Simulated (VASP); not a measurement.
Given:

```xyz
2
Lattice="0.0000 3.0996 3.0996 3.0996 0.0000 3.0996 3.0996 3.0996 0.0000" Properties=species:S:1:pos:R:3 pbc="T T T"
Na     0.0000     0.0000     0.0000
I      3.0996     3.0996     3.0996
```

These are LDA (Ceperley-Alder, Perdew-Zunger), VASP's LDA PAW potentials (set 64) (plane waves; VASP) values and carry that method's errors. Numerical set-up: 520 eV cut-off, 7×7×7 Γ-centred mesh, Gaussian smearing of 0.050 eV, potentials Na_pv I.

Unless said otherwise, spin-orbit coupling is left out, though it shifts the bands of the heavy elements here.

Q: Estimate the energy per atom (σ→0), band gap (on the k-mesh) with the smallest direct gap where there is one.

A: 
* **band gap (on the k-mesh)**: 3.73 eV
* **smallest direct gap (on the k-mesh)**: 3.73 eV
* **energy per atom (σ→0)**: -3.007 eV/atom

Total energies compare only between runs with the same potentials, cut-off and functional.

The compound is NaI in the rock salt structure. This cell is one point of a volume scan, at 0.97 of the reference volume.
